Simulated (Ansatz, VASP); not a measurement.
## SnO2 (Cassiterite) in two plane-wave programs

Wanted: the spread between two codes on one cell, functional and k mesh.

Calculated with Ansatz 0.2.0; plane waves, with VASP 6.6.1 beside it; single point at LDA.

## 1. Set-up

The structure is tetragonal, space group P4_2/mnm (No. 136). Conventional cell: a = 4.738 Å, b = 4.738 Å, c = 3.187 Å, α = 90.00°, β = 90.00°, γ = 90.00°. Nearest to Sn lie 6 O at 2.05 to 2.06 Å. O has 3 Sn at 2.05 to 2.06 Å nearest. Farther neighbours and most contacts between anions are not listed.

Structure file:

```cif
data_structure
_symmetry_space_group_name_H-M 'P4_2/mnm'
_symmetry_Int_Tables_number 136
_cell_length_a 4.7380
_cell_length_b 4.7380
_cell_length_c 3.1865
_cell_angle_alpha 90.000
_cell_angle_beta 90.000
_cell_angle_gamma 90.000
_cell_volume 71.53
loop_
_atom_site_label
_atom_site_type_symbol
_atom_site_symmetry_multiplicity
_atom_site_Wyckoff_symbol
_atom_site_fract_x
_atom_site_fract_y
_atom_site_fract_z
_atom_site_occupancy
Sn1 Sn 2 a 0.50000 0.50000 0.50000 1
O1 O 4 f 0.80710 0.19290 0.50000 1
```

## 2. VASP: single point, LDA

With cell and atoms fixed, the geometry can't cause a difference; cores, projectors, grids and the points listed under the comparison can.

Lines of VASP's logs that name or quote its potential files are left out, and so is its time.

Contents of INCAR:

```
SYSTEM = SnO2
PREC = Accurate
ENCUT = 520
EDIFF = 1E-07
NELM = 100
ISMEAR = 0
SIGMA = 0.01
LREAL = .FALSE.
ALGO = Normal
GGA = CA
NBANDS = 32
LORBIT = 11
LWAVE = .FALSE.
LCHARG = .FALSE.
KPAR = 4
```

Contents of POSCAR:

```
SnO2
1.0
    4.7380000000      0.0000000000      0.0000000000
    0.0000000000      4.7380000000      0.0000000000
    0.0000000000      0.0000000000      3.1865000000
Sn O
2 4
Direct
    0.5000000000      0.5000000000      0.5000000000
    0.0000000000      0.0000000000      0.0000000000
    0.8071000000      0.1929000000      0.5000000000
    0.6929000000      0.6929000000      0.0000000000
    0.1929000000      0.8071000000      0.5000000000
    0.3071000000      0.3071000000      0.0000000000
```

Contents of KPOINTS:

```
Automatic mesh
0
Gamma
7 7 9
0 0 0
```

Potentials, in the order of the species: Sn_d and O (PBE family, release 64).

On the command line:

```sh
$ mpirun -np 4 vasp_std
```

Numbers of over 12 decimals in the logs are rounded to 6 here.

The log of the run:

```text
[banner, memory and clock lines left out]
running    4 mpi-ranks, on    1 nodes
 distrk:  each k-point on    1 cores,    4 groups
 distr:  one band on    1 cores,    1 groups

 POSCAR found type information on POSCAR SnO
 POSCAR found :  2 types and       6 ions
|                                                                             |
|               ----> ADVICE to this user running VASP <----                  |
|                                                                             |
|     You enforced a specific xc type in the INCAR file but a different       |
|     [... a line on the potential file left out ...]
|     I HOPE YOU KNOW WHAT YOU ARE DOING!                                     |
|                                                                             |

 LDA part: xc-table for (Slater(with rela. corr.)+CA(PZ))
 , standard interpolation
 POSCAR, INCAR and KPOINTS ok, starting setup
 FFT: planning ... GRIDC
 FFT: planning ... GRID_SOFT
 FFT: planning ... GRID
 WAVECAR not read
 entering main loop
       N       E                     dE             d eps       ncg     rms          rms(c)
DAV:   1     0.624572294726E+03    0.62457E+03   -0.26119E+04  3560   0.253E+03
DAV:   2     0.444369647354E+02   -0.58014E+03   -0.55813E+03  3632   0.666E+02
DAV:   3    -0.437018752605E+02   -0.88139E+02   -0.86887E+02  3608   0.217E+02
DAV:   4    -0.480076571460E+02   -0.43058E+01   -0.42861E+01  3920   0.526E+01
DAV:   5    -0.481418309526E+02   -0.13417E+00   -0.13413E+00  3944   0.947E+00    0.150E+01
DAV:   6    -0.424988378694E+02    0.56430E+01   -0.20320E+01  5256   0.698E+01    0.591E+00
DAV:   7    -0.425271074846E+02   -0.28270E-01   -0.18919E+00  3640   0.798E+00    0.312E+00
DAV:   8    -0.424556138254E+02    0.71494E-01   -0.26256E-01  4856   0.450E+00    0.698E-01
DAV:   9    -0.424406147720E+02    0.14999E-01   -0.57155E-02  5112   0.365E+00    0.132E-01
DAV:  10    -0.424407588604E+02   -0.14409E-03   -0.44528E-03  4816   0.668E-01    0.445E-02
DAV:  11    -0.424407654541E+02   -0.65938E-05   -0.22045E-04  5128   0.183E-01    0.174E-02
DAV:  12    -0.424407683286E+02   -0.28745E-05   -0.18993E-05  3760   0.288E-02    0.127E-02
DAV:  13    -0.424407665288E+02    0.17999E-05   -0.94616E-06  4936   0.391E-02    0.116E-03
DAV:  14    -0.424407665882E+02   -0.59412E-07   -0.80941E-07  4368   0.814E-03
   1 F= -.42440767E+02 E0= -.42440767E+02  d E =-.343551E-11
```

Parts of OUTCAR (step 2):

```text
ion  position               nearest neighbor table
   1  0.500  0.500  0.500-   4 2.05   6 2.05   4 2.05   6 2.05   5 2.06   3 2.06   2 3.71   2 3.71
                             2 3.71   2 3.71   2 3.71   2 3.71   2 3.71   2 3.71
   2  0.000  0.000  0.000-   3 2.05   5 2.05   3 2.05   5 2.05   4 2.06   6 2.06   1 3.71   1 3.71
                             1 3.71   1 3.71   1 3.71   1 3.71   1 3.71   1 3.71
   3  0.807  0.193  0.500-   2 2.05   2 2.05   1 2.06
   4  0.693  0.693  0.000-   1 2.05   1 2.05   2 2.06
   5  0.193  0.807  0.500-   2 2.05   2 2.05   1 2.06
   6  0.307  0.307  0.000-   1 2.05   1 2.05   2 2.06

  LATTYP: Found a simple tetragonal cell.
 ALAT       =     4.7380000000
 C/A-ratio  =     0.6725411566

 Subroutine GETGRP returns: Found 16 space group operations
 (whereof  8 operations were pure point group operations)

The static configuration has the point symmetry D_2h.
 The point group associated with its full space group is D_4h.

 Found     50 irreducible k-points:

   k-points           NKPTS =     50   k-points in BZ     NKDIM =     50   number of bands    NBANDS=     32

   dimension x,y,z NGX =    36 NGY =   36 NGZ =   24
   dimension x,y,z NGXF=    72 NGYF=   72 NGZF=   48

   ENCUT  =  520.0 eV  38.22 Ry    6.18 a.u.   8.81  8.81  5.92*2*pi/ulx,y,z

   NELECT =      52.0000    total number of electrons

 k-points in reciprocal lattice and weights: Automatic mesh
   0.00000000  0.00000000  0.00000000       0.002
   0.14285714  0.00000000  0.00000000       0.009
   0.28571429  0.00000000  0.00000000       0.009
   0.42857143  0.00000000  0.00000000       0.009
   0.14285714  0.14285714  0.00000000       0.009
   0.28571429  0.14285714  0.00000000       0.018
   0.42857143  0.14285714  0.00000000       0.018
   0.28571429  0.28571429  0.00000000       0.009
   0.42857143  0.28571429  0.00000000       0.018
[...]
0.42857143  0.28571429  0.44444444       0.036
   0.42857143  0.42857143  0.44444444       0.018

 average (electrostatic) potential at core
       1 -99.1196       2 -99.1196       3 -67.7485       4 -67.7485       5 -67.7485
       6 -67.7485

 E-fermi :   5.8397

 k-point     1 :       0.0000    0.0000    0.0000
  band No.  band energies     occupation
    ...
     22       4.5421      2.00000
     23       4.5421      2.00000
     24       4.9966      2.00000
     25       4.9966      2.00000
     26       5.8008      2.00000
     27       6.9778      0.00000
     28      11.7293      0.00000
     29      11.9008      0.00000
     30      11.9008      0.00000
     31      15.9157      0.00000
    ...

 k-point     2 :       0.1429    0.0000    0.0000
  band No.  band energies     occupation
    ...
     22       4.5468      2.00000
     23       4.5584      2.00000
     24       4.5627      2.00000
     25       5.0106      2.00000
     26       5.6932      2.00000
     27       7.5124      0.00000
     28      11.5627      0.00000
     29      11.9797      0.00000
     30      12.0919      0.00000
     31      16.1306      0.00000
    ...

 k-point     3 :       0.2857    0.0000    0.0000
  band No.  band energies     occupation
    ...
     22       4.1431      2.00000
     23       4.5593      2.00000
     24       4.5803      2.00000
     25       5.0480      2.00000
     26       5.4322      2.00000
     27       8.5396      0.00000
     28      11.1996      0.00000
     29      12.2295      0.00000
     30      12.4041      0.00000
     31      16.4665      0.00000
    ...

  Total        0.0125209      0.0125209      0.7647212      0.0000000      0.0000000      0.0000000
  in kB        0.2804421      0.2804421     17.1281197      0.0000000      0.0000000      0.0000000
  external PRESSURE =       5.8963346 kB  Pullay stress =       0.0000000 kB

  energy-cutoff  :      520.00
  volume of cell :       71.53
      direct lattice vectors                 reciprocal lattice vectors
     4.738000000  0.000000000  0.000000000     0.211059519  0.000000000  0.000000000
     0.000000000  4.738000000  0.000000000     0.000000000  0.211059519  0.000000000
     0.000000000  0.000000000  3.186500000     0.000000000  0.000000000  0.313823945

 POSITION                                       TOTAL-FORCE (eV/Angst)
 -----------------------------------------------------------------------------------
      2.36900      2.36900      1.59325        -0.000000      0.000000      0.000000
      0.00000      0.00000      0.00000        -0.000000      0.000000      0.000000
      3.82404      0.91396      1.59325        -0.130672      0.130672      0.000000
      3.28296      3.28296      0.00000         0.130672      0.130672      0.000000
      0.91396      3.82404      1.59325         0.130672     -0.130672      0.000000
      1.45504      1.45504      0.00000        -0.130672     -0.130672      0.000000
 -----------------------------------------------------------------------------------
    total drift:                               -0.000000      0.000000      0.000000

  FREE ENERGIE OF THE ION-ELECTRON SYSTEM (eV)
  ---------------------------------------------------
  free  energy   TOTEN  =       -42.4407665882 eV

  energy  without entropy=      -42.4407665882  energy(sigma->0) =      -42.44076659

 total charge
# of ion       s       p       d       tot
------------------------------------------
    1        0.886   1.122  10.400  12.408
    2        0.886   1.122  10.400  12.408
    3        1.547   3.491   0.000   5.038
    4        1.547   3.491   0.000   5.038
    5        1.547   3.491   0.000   5.038
    6        1.547   3.491   0.000   5.038
--------------------------------------------------
tot          7.961  16.207  20.800  44.968

[... 3 further parts left out ...]
```

The PAW data sets were made with PBE, though LDA sets exist; this is a small mismatch.

## 3. Ansatz: single point, LDA

Ansatz runs on its default PAW (the set named soft_2) files.

The same cell, functional (in two slightly different forms), mesh and smearing now go to Ansatz, which takes its cutoff from its data sets.

Contents of input.yaml:

```yaml
crystal:
  lattice:
    - [4.738, 0.0, 0.0]
    - [0.0, 4.738, 0.0]
    - [0.0, 0.0, 3.1865]
  atoms:
    - { symbol: Sn, position: [0.5, 0.5, 0.5] }
    - { symbol: Sn, position: [0.0, 0.0, 0.0] }
    - { symbol: O, position: [0.8071, 0.1929, 0.5] }
    - { symbol: O, position: [0.6929, 0.6929, 0.0] }
    - { symbol: O, position: [0.1929, 0.8071, 0.5] }
    - { symbol: O, position: [0.3071, 0.3071, 0.0] }
hamiltonian:
  xc: lda
  pseudopotentials: { kind: paw }
kpoints:
  mp_grid: { grid: [7, 7, 9] }
scf:
  occupations: { method: gaussian, width: 0.01 }
  n_extra_bands: 5
output:
  forces: true
  stress: true
  eigenvalues: true
```

On the command line:

```sh
$ ansatz run input.yaml --threads 4 --pin off --max-ram 9216MiB --backend cpu --events-out ev --progress --plain --runs-dir out
```

The log of the run:

```text
scf.n_extra_bands = 5 over 26 filled bands (N_el = 52.0): the run solves 31 bands
Engine: ansatz 0.2.0, aarch64-unknown-linux-gnu
Pseudopotentials: kind: paw
Pseudopotential: Sn, paw, valence charge 14, recommended cutoff 420 eV (normal), Sn.paw.azcp
Pseudopotential: O, paw, valence charge 6, recommended cutoff 420 eV (normal), O.paw.azcp
Functional definition: SPW92
  exchange = slater_x
  correlation = pw_c
Crystal: 6 atoms, lattice volume = 71.533 Å³
Basis set: ecut = 420 eV, 1411 PW (Γ)
Bands: 31, of which v1, the nominal top of the filled ones, is band 26 counted from 1 (25 counted from 0)
Symmetry: 16 space group operations
Space group: P42/mnm (ITA 136), of the structure as read, at distance tolerance 4.2e-5 Å
k-points: 50 of 441
Non-local potential: Sn, projectors of the file, l = 0: 2, l = 1: 2, l = 2: 2, l = 3: 2
Non-local potential: O, projectors of the file, l = 0: 2, l = 1: 2, l = 2: 1
PAW form: soft (Blöchl's): semilocal exchange-correlation on the pseudo side does not see the compensation charge
PAW frozen core: Sn, regenerated for the run's functional, and the local potential with it (the file was generated under x = pbe(κ = 0.804, μ = 0.219515), c = pbe(β = 0.066725))
PAW frozen core: O, regenerated for the run's functional, and the local potential with it (the file was generated under x = pbe(κ = 0.804, μ = 0.219515), c = pbe(β = 0.066725))
PAW one-centre angular grid: Sn, 590 points (default); XC on 64 Gauss nodes
PAW one-centre angular grid: O, 110 points (default); XC on 64 Gauss nodes
Initial density: superposition of atomic densities (neutral atoms: chi_scale 0, normalization atom), corrected by the library's trained network
Initial wavefunctions: pseudopotential atomic-orbital guess
Functional: x = slater, c = lda
SCF iter   1: F=—  HF=-13980.423440 eV  |F-HF|=—  |Δ(HF+E_count)|=         —  Δρ=1.88e-2  dr2=2.11e-1  ethr=1.77e-3  ⟨swp⟩=6.5  Hψ=6907  notcnv=0
preconditioner: auto → Resta (q_TF=auto, 2.587 Å⁻¹)  ε∞=3.8  [insulator: Δε(μ)=0.964 eV  Ē_g=18.841 eV  σ=0.010 eV  W_gap=1.00  n_scr=18 (ndim 8)  ℏωp=31.7 eV  f_vac=0.027  D(μ)=0.00/eV (n_scr^D=0)  ε∞_Penn≈3.8]
SCF iter   2: F=—  HF=-13980.362073 eV  |F-HF|=—  |Δ(HF+E_count)|=   6.14e-2  Δρ=4.90e-3  dr2=6.93e-3  ethr=4.06e-4  ⟨swp⟩=2.2  Hψ=2699  notcnv=0  defer=50
SCF iter   3: F=—  HF=-13980.359654 eV  |F-HF|=—  |Δ(HF+E_count)|=   2.42e-3  Δρ=2.11e-3  dr2=1.73e-3  ethr=1.33e-5  ⟨swp⟩=2.1  Hψ=2942  notcnv=0  defer=50
SCF iter   4: F=—  HF=-13980.359094 eV  |F-HF|=—  |Δ(HF+E_count)|=   5.60e-4  Δρ=3.77e-4  dr2=6.89e-5  ethr=3.32e-6  ⟨swp⟩=3.0  Hψ=2829  notcnv=0  defer=50
SCF iter   5: F=—  HF=-13980.359090 eV  |F-HF|=—  |Δ(HF+E_count)|=   3.93e-6  Δρ=7.26e-5  dr2=2.90e-6  ethr=1.33e-7  ⟨swp⟩=1.0  Hψ=1500  notcnv=0  defer=50
SCF iter   6: F=-13980.359091 eV  HF=-13980.359091 eV  |F-HF|=3.45e-8  |Δ(HF+E_count)|=   8.60e-7  Δρ=8.83e-6  dr2=8.21e-8  ethr=1.92e-10  ⟨swp⟩=9.2  Hψ=8250  notcnv=0
SCF 1 converged in 6 iterations: F = -13980.359091 eV  dr2 = 8.21e-8
  greatest PAW one-centre occupation: 0.998 electrons in one spin orbital (limit 2), on the Sn atom at site 1 (counted from 0), in its partial waves of l = 2
SCF converged after 6 iterations
Free energy (F): -13980.359091 eV
Harris-Foulkes:  -13980.359091 eV  (|F-HF|=3.45e-8)
Internal energy: -13980.359091 eV  (E = F + TS)
E sigma→0 (E₀):  -13980.359091 eV
Fermi energy:    9.726580 eV
--- Per-component energies (eV) ---
  E_band       = -131.420044
  E_kinetic    = 1081.117375
  E_local      = -2867.980386  (includes V_loc(G=0)·N_el)
  E_nonlocal   = 150.980797
  E_hartree    = 1481.718192
  E_xc         = -1041.958535
  E_vxc        = -564.371733  (∫ρ·V_xc dr)
  E_paw        = -8602.632424  (= ΣΔE_a)
  E_vpaw       = -894.626827  (= ΣTr[D̂ρ^β])
  E_aug_tail   = 0.010187  (compensation charges beyond the density's cutoff)
  E_ewald      = -4182.851779
  E_core_change = 1.237482  (= ΣΔE_core)
  E_smearing   = -0.000000  (= −TS)
  E_closure    = -0.000000  (closes the sum)
  Σ components = -13980.359091   (vs F -13980.359091, Δ=0.00e0)
--- Forces (eV/Å), atoms counted from 1 ---
  atom   1  Sn    -0.00000000    -0.00000000    -0.00000000
  atom   2  Sn     0.00000000    -0.00000000     0.00000000
  atom   3  O     -0.10955926     0.10955926     0.00000000
  atom   4  O      0.10955926     0.10955926    -0.00000000
  atom   5  O      0.10955926    -0.10955926    -0.00000000
  atom   6  O     -0.10955926    -0.10955926     0.00000000
  max |Σ_I F_I| component: 4.16e-17 eV/Å
--- Stress (GPa, compression-positive) ---
       -1.087933       0.000000       0.000000
        0.000000      -1.087933       0.000000
        0.000000       0.000000      -0.038429
  P = ⅓ Tr σ = -0.7381 GPa (-7.381 kbar)
--- Band table (eV; the first three rows and the last of 50) ---
  k-point 0: bands = [... 22 lower, 7.9020, 8.3618, 8.3618, 9.1595, 10.2937, 15.0669, 15.2711, 15.2711, ... 1 higher]
  k-point 1: bands = [... 22 lower, 7.4149, 8.4003, 8.4003, 9.0529, 11.0955, 15.3312, 15.7999, 15.7999, ... 1 higher]
  k-point 2: bands = [... 22 lower, 6.7207, 8.3358, 8.3358, 8.7473, 12.5141, 15.7965, 17.0172, 17.0172, ... 1 higher]
  k-point 49: bands = [... 22 lower, 8.1338, 8.1360, 8.2814, 8.2989, 13.9780, 14.0186, 17.6944, 17.8943, ... 1 higher]
```

It took 1.9 s on 4 threads of Arm Neoverse V2, shared host; peak memory 0.39 GiB.

Reading the cycles: dr2 is the Hartree energy of the density residual (eV), the measure of convergence; HF is the Harris–Foulkes estimate of the energy, which meets the free energy F at convergence.

The run ends at a pressure of -0.74 GPa, with forces up to 0.15 eV/Å.

## 4. Differences

Known differences besides the potentials themselves: the two LDA forms differ slightly; the cutoff is 420 eV in Ansatz and 520 eV in VASP; Ansatz makes its cores anew for this functional, VASP keeps those of its PBE data sets; VASP's log shows a relativistic correction to its local exchange, Ansatz's none. Total energies have different zeros and are not compared.

The two programs side by side:

```csv
quantity,Ansatz,VASP,difference
pressure (GPa),-0.74,0.59,-1.33
pressure without Ansatz's Pulay correction (GPa),-1.84,0.59,-2.43
gap on the k mesh (eV),1.134,1.177,-0.043
```

Forces (eV/Å; atoms numbered as in POSCAR):

```csv
atom,"Ansatz x, y, z","VASP x, y, z"
Sn1,"0.000, 0.000, 0.000","0.000, 0.000, 0.000"
Sn2,"0.000, 0.000, 0.000","0.000, 0.000, 0.000"
O3,"-0.110, 0.110, 0.000","-0.131, 0.131, 0.000"
O4,"0.110, 0.110, 0.000","0.131, 0.131, 0.000"
O5,"0.110, -0.110, 0.000","0.131, -0.131, 0.000"
O6,"-0.110, -0.110, 0.000","-0.131, -0.131, 0.000"
```

The forces differ by 14 meV/Å r.m.s., which is 16.2 % of the r.m.s. force of 0.09 eV/Å (both taken over all components). A gap on the mesh is an upper bound, since the band edges may lie between its points. Ansatz's pressure holds a Pulay correction of 1.11 GPa; VASP's holds none.

## 5. Other set-ups

Further runs change the set-up of one program: Ansatz's method, potentials or start, or VASP's data sets, cutoff or form of LDA. The table gives Ansatz less VASP for each quantity, since a change that brings one quantity closer may part another.

```csv
run,r.m.s. force difference (meV/Å),pressure (GPa),gap on the k mesh (eV),pressure without Ansatz's Pulay correction (GPa)
as above,14,-1.3,-0.043,-2.4
cores kept as stored,13,-1.2,-0.036,-2.2
Ansatz's larger PAW set (cutoff 900 eV),14,-1.2,-0.037,-1.3
norm-conserving potentials (cutoff 1143 eV),17,-0.76,-0.051,
```

## 6. Summary of results

```
r.m.s. force difference (single point, LDA)         : 14 meV/Å
difference in pressure (single point, LDA)          : -1.3 GPa
difference in gap on the k mesh (single point, LDA) : -0.043 eV
```

In words: The difference in pressure is -1.3 GPa (single point, LDA), beyond the 1 GPa picked in this series as the mark of a large difference. By the marks of this series, far apart in the single point, LDA pair: the r.m.s. force difference, 14 meV/Å and the difference in pressure, -1.3 GPa. Single point, LDA, Ansatz's larger PAW set (cutoff 900 eV): the difference in pressure without Ansatz's Pulay correction goes from -2.4 to -1.3 GPa. Single point, LDA, norm-conserving potentials (cutoff 1143 eV): the difference in pressure goes from -1.3 to -0.76 GPa. 1 further run of this series is not shown here. How closely two codes agree says nothing of how well the functional describes the real material.

[Lines on the potential files, build, host, timing and source positions are cut from VASP's logs without a mark.]

[Logs are printed without paths, hosts, clocks, repeated set-up lines and the standing remarks that a program may print on its own settings, such as how far it seeks lower states.]

[Hosts, paths, dates, database ids (printed as entryN), source tags and the programs' standing remarks are cut or masked in the printed files.]

[VASP's PBE data sets in a run with another functional are called a small mismatch above; for pressures it isn't always small: they can move by 1 GPa and more.]
